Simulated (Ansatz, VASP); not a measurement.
## AlFe: VASP beside Ansatz

One calculation is typed for both programs; each brings its own data sets and cutoff. How far apart do they land? The cell is taken from a series of VASP runs on this material, whose earlier steps may have relaxed, scaled or displaced it; both programs get it as it stands.

Program: Ansatz 0.2.0. Level of theory: plane waves, with VASP 6.6.1 beside it; relaxation of cell and atoms at LDA. Results are calculated unless marked as measured.

**1. Set-up**

It takes space group Pm-3m (No. 221, cubic). The conventional cell has a = 2.813 Å, b = 2.813 Å, c = 2.813 Å, α = 90.00°, β = 90.00°, γ = 90.00°. Fe has 8 Al at 2.44 Å nearest. Nearest to Al lie 8 Fe at 2.44 Å. Farther neighbours are not listed.

**2. VASP: relaxation of cell and atoms, LDA**

The relaxed volume is the usual yardstick between codes: its relative difference is about their pressure difference at one cell divided by the bulk modulus.

Lines of VASP's logs that name or quote its potential files are left out, and so is its time.

INCAR reads:

```
SYSTEM = AlFe
PREC = Accurate
ENCUT = 450
EDIFF = 1E-06
NELM = 100
ISMEAR = 1
SIGMA = 0.15
LREAL = .FALSE.
ALGO = Normal
GGA = CA
NBANDS = 14
ISPIN = 2
MAGMOM = 3 0
LASPH = .TRUE.
LMAXMIX = 4
LORBIT = 11
LWAVE = .FALSE.
LCHARG = .FALSE.
KPAR = 4
IBRION = 2
NSW = 50
ISIF = 3
EDIFFG = -0.006
```

POSCAR reads:

```
AlFe
1.0
    2.8132621040      0.0000000000      0.0000000000
    0.0000000000      2.8132621040      0.0000000000
    0.0000000000      0.0000000000      2.8132621040
Fe Al
1 1
Direct
    0.5000000000      0.5000000000      0.5000000000
    0.0000000000      0.0000000000      0.0000000000
```

KPOINTS reads:

```
Automatic mesh
0
Gamma
16 16 16
0 0 0
```

PAW data sets: Fe and Al (LDA family, release 64).

The run is started by

```bash
> mpirun -np 4 vasp_std
```

Numbers of over 12 decimals in the logs are rounded to 6 here.

Output:

```text
[banner, memory and clock lines left out]
running    4 mpi-ranks, on    1 nodes
 distrk:  each k-point on    1 cores,    4 groups
 distr:  one band on    1 cores,    1 groups

 POSCAR found type information on POSCAR FeAl
 POSCAR found :  2 types and       2 ions
 LDA part: xc-table for (Slater(with rela. corr.)+CA(PZ))
 , standard interpolation
 POSCAR, INCAR and KPOINTS ok, starting setup
 FFT: planning ... GRIDC
 FFT: planning ... GRID_SOFT
 FFT: planning ... GRID
 WAVECAR not read
 entering main loop
       N       E                     dE             d eps       ncg     rms          rms(c)
DAV:   1     0.278417602313E+02    0.27842E+02   -0.43228E+03  9554   0.749E+02
DAV:   2    -0.143025671782E+02   -0.42144E+02   -0.38001E+02  9864   0.147E+02
DAV:   3    -0.156286713539E+02   -0.13261E+01   -0.13083E+01 11838   0.294E+01
DAV:   4    -0.156457468025E+02   -0.17075E-01   -0.17069E-01 10766   0.298E+00
DAV:   5    -0.156461889644E+02   -0.44216E-03   -0.44215E-03 12022   0.539E-01    0.168E+01
DAV:   6    -0.173315288391E+02   -0.16853E+01   -0.42787E+01 10902   0.852E+01    0.158E+01
DAV:   7    -0.143934398548E+02    0.29381E+01   -0.24298E+01 11138   0.554E+01    0.276E+00
DAV:   8    -0.143412800691E+02    0.52160E-01   -0.17686E-01 12142   0.408E+00    0.143E+00
DAV:   9    -0.143246781308E+02    0.16602E-01   -0.28323E-02 12842   0.179E+00    0.767E-01
DAV:  10    -0.143218535978E+02    0.28245E-02   -0.14972E-03 12116   0.318E-01    0.259E-01
DAV:  11    -0.143215646442E+02    0.28895E-03   -0.11031E-04 12378   0.129E-01    0.131E-01
DAV:  12    -0.143215490758E+02    0.15568E-04   -0.40269E-05 11486   0.665E-02    0.369E-02
DAV:  13    -0.143215475814E+02    0.14944E-05   -0.98908E-06 11468   0.289E-02    0.183E-02
DAV:  14    -0.143215460292E+02    0.15521E-05   -0.23954E-07  5576   0.554E-03    0.685E-03
DAV:  15    -0.143215458109E+02    0.21830E-06   -0.77146E-08  5304   0.269E-03
   1 F= -.14321546E+02 E0= -.14321979E+02  d E =-.143215E+02  mag=     0.6375
 curvature:   0.00 expect dE= 0.000E+00 dE for cont linesearch  0.000E+00
 trial: gam= 0.00000 g(F)=  0.000E+00 g(S)=  0.104E-02 ort = 0.000E+00 (trialstep = 0.100E+01)
 search vector abs. value=  0.104E-02
 bond charge predicted
       N       E                     dE             d eps       ncg     rms          rms(c)
DAV:   1    -0.143311728275E+02   -0.96268E-02   -0.13700E-01 10164   0.584E+00    0.907E-01
DAV:   2    -0.143383084531E+02   -0.71356E-02   -0.25738E-01 11086   0.644E+00    0.107E+00
DAV:   3    -0.143216776599E+02    0.16631E-01   -0.88720E-02 10986   0.388E+00    0.120E-01
DAV:   4    -0.143215009164E+02    0.17674E-03   -0.35269E-04 10302   0.133E-01    0.650E-02
DAV:   5    -0.143214775488E+02    0.23368E-04   -0.44495E-05 13276   0.581E-02    0.123E-02
DAV:   6    -0.143214781524E+02   -0.60364E-06   -0.18345E-06  6450   0.113E-02
   2 F= -.14321478E+02 E0= -.14321939E+02  d E =0.676585E-04  mag=     0.6420
 trial-energy change:    0.000068  1 .order    0.000067   -0.001038    0.001172
 step:   0.4697(harm=  0.4697)  dis= 0.00000  next Energy=   -14.321790 (dE=-0.244E-03)
 bond charge predicted
       N       E                     dE             d eps       ncg     rms          rms(c)
DAV:   1    -0.143245019439E+02   -0.30244E-02   -0.38254E-02 10200   0.308E+00    0.482E-01
DAV:   2    -0.143264179849E+02   -0.19160E-02   -0.70196E-02 11024   0.339E+00    0.561E-01
DAV:   3    -0.143218403722E+02    0.45776E-02   -0.25424E-02 11010   0.205E+00    0.624E-02
DAV:   4    -0.143217886289E+02    0.51743E-04   -0.10338E-04 10278   0.738E-02    0.327E-02
DAV:   5    -0.143217821560E+02    0.64728E-05   -0.13006E-05 13406   0.328E-02    0.574E-03
DAV:   6    -0.143217822813E+02   -0.12529E-06   -0.28348E-07  5532   0.378E-03
   3 F= -.14321782E+02 E0= -.14322229E+02  d E =-.236470E-03  mag=     0.6396
 curvature:  -0.23 expect dE=-0.781E-07 dE for cont linesearch -0.781E-07
 trial: gam=-0.01758 g(F)=  0.137E-65 g(S)=  0.333E-06 ort = 0.186E-04 (trialstep = 0.894E+00)
 search vector abs. value=  0.207E-09
 reached required accuracy - stopping structural energy minimisation
```

OUTCAR, selected parts (step 2):

```text
ion  position               nearest neighbor table
   1  0.500  0.500  0.500-   2 2.44   2 2.44   2 2.44   2 2.44   2 2.44   2 2.44   2 2.44   2 2.44

  LATTYP: Found a simple cubic cell.
 ALAT       =     2.8132621040

 Subroutine GETGRP returns: Found 48 space group operations
 (whereof 48 operations were pure point group operations)

The static configuration has the point symmetry O_h .

 Found    165 irreducible k-points:

   k-points           NKPTS =    165   k-points in BZ     NKDIM =    165   number of bands    NBANDS=     14

   dimension x,y,z NGX =    20 NGY =   20 NGZ =   20
   dimension x,y,z NGXF=    40 NGYF=   40 NGZF=   40

   ENCUT  =  450.0 eV  33.07 Ry    5.75 a.u.   4.87  4.87  4.87*2*pi/ulx,y,z

   NELECT =      11.0000    total number of electrons

 k-points in reciprocal lattice and weights: Automatic mesh
   0.00000000  0.00000000  0.00000000       0.000
   0.06250000  0.00000000  0.00000000       0.001
   0.12500000  0.00000000  0.00000000       0.001
   0.18750000  0.00000000  0.00000000       0.001
   0.25000000  0.00000000  0.00000000       0.001
   0.31250000  0.00000000  0.00000000       0.001
   0.37500000  0.00000000  0.00000000       0.001
   0.43750000  0.00000000  0.00000000       0.001
   0.50000000  0.00000000  0.00000000       0.001
[...]
0.50000000  0.50000000  0.43750000       0.001
   0.50000000  0.50000000  0.50000000       0.000

 average (electrostatic) potential at core
       1 -40.6620       2 -68.7428

 E-fermi :   8.4019

 spin component 1
 k-point     1 :       0.0000    0.0000    0.0000
  band No.  band energies     occupation
    ...
      2       5.7114      1.00000
      3       5.7114      1.00000
      4       8.2139      1.03534
      5       8.2139      1.03534
      6       8.2139      1.03534
      7      15.1381      0.00000
      8      15.1381      0.00000
      9      15.1381      0.00000
     10      18.1370      0.00000
     11      18.1370      0.00000
    ...

 k-point     2 :       0.0625    0.0000    0.0000
  band No.  band energies     occupation
    ...
      2       5.7084      1.00000
      3       5.7349      1.00000
      4       8.1649      1.02400
      5       8.1649      1.02400
      6       8.2191      1.03545
      7      14.4434      0.00000
      8      15.2498      0.00000
      9      15.2498      0.00000
     10      18.1128      0.00000
     11      18.7881      0.00000
    ...

 k-point     3 :       0.1250    0.0000    0.0000
  band No.  band energies     occupation
    ...
      2       5.6831      1.00000
      3       5.8029      1.00000
      4       8.0310      1.00130
      5       8.0310      1.00130
      6       8.2338      1.03354
      7      13.1635      0.00000
      8      15.5725      0.00000
      9      15.5725      0.00000
     10      18.0413      0.00000
     11      19.9227      0.00000
    ...

 k-point     4 :       0.1875    0.0000    0.0000
  band No.  band energies     occupation
    ...
      2       5.5831      1.00000
      3       5.9073      1.00000
      4       7.8435      1.00000
      5       7.8435      1.00000
      6       8.2561      1.02201
      7      11.8914      0.00000
      8      16.0764      0.00000
      9      16.0764      0.00000
     10      17.9271      0.00000
     11      20.9604      0.00000
    ...

 k-point     5 :       0.2500    0.0000    0.0000
  band No.  band energies     occupation
    ...
      2       5.3212      1.00000
      3       6.0348      1.00000
      4       7.6391      1.00000
      5       7.6391      1.00000
      6       8.2824      0.98917
      7      10.8336     -0.00000
      8      16.7275      0.00000
      9      16.7275      0.00000
     10      17.7802      0.00000
     11      21.8186      0.00000
    ...

 k-point     6 :       0.3125    0.0000    0.0000
  band No.  band energies     occupation
    ...
      2       4.8122      1.00000
      3       6.1674      1.00000
      4       7.4496      1.00000
      5       7.4496      1.00000
      6       8.3090      0.92866
      7      10.1003     -0.00000
      8      17.4961      0.00000
      9      17.4961      0.00000
     10      17.6193      0.00000
     11      22.5628      0.00000
    ...

  Total        0.0021441      0.0021441      0.0021441     -0.0000000      0.0000000     -0.0000000
  in kB        0.1536584      0.1536584      0.1536584     -0.0000000      0.0000000     -0.0000000
  external PRESSURE =       0.1536584 kB  Pullay stress =       0.0000000 kB

  energy-cutoff  :      450.00
  volume of cell :       22.36
      direct lattice vectors                 reciprocal lattice vectors
     2.817079822  0.000000000  0.000000000     0.354977517  0.000000000 -0.000000000
    -0.000000000  2.817079822 -0.000000000    -0.000000000  0.354977517  0.000000000
     0.000000000 -0.000000000  2.817079822    -0.000000000  0.000000000  0.354977517

 POSITION                                       TOTAL-FORCE (eV/Angst)
 -----------------------------------------------------------------------------------
      1.40854      1.40854      1.40854        -0.000000      0.000000      0.000000
      0.00000      0.00000      0.00000         0.000000     -0.000000      0.000000
 -----------------------------------------------------------------------------------
    total drift:                               -0.000000      0.000000     -0.000000

  FREE ENERGIE OF THE ION-ELECTRON SYSTEM (eV)
  ---------------------------------------------------
  free  energy   TOTEN  =       -14.3217822813 eV

  energy  without entropy=      -14.3231233166  energy(sigma->0) =      -14.32222929

 reached required accuracy - stopping structural energy minimisation

 total charge
# of ion       s       p       d       tot
------------------------------------------
    1        0.457   0.543   6.575   7.576
    2        0.414   0.470   0.000   0.884
--------------------------------------------------
tot          0.871   1.013   6.575   8.459

 magnetization (x)
# of ion       s       p       d       tot
------------------------------------------
    1       -0.001   0.008   0.647   0.654
    2       -0.005  -0.011   0.000  -0.016
--------------------------------------------------
tot         -0.006  -0.003   0.647   0.638

[... 6 further parts left out ...]
```

[end of part 1 of 2]

[Lines on the potential files, build, host, timing and source positions are cut from VASP's logs without a mark.]

[Logs are printed without paths, hosts, clocks, repeated set-up lines and the standing remarks that a program may print on its own settings, such as how far it seeks lower states.]

[Hosts, paths, dates, database ids (printed as entryN), source tags and the programs' standing remarks are cut or masked in the printed files.]
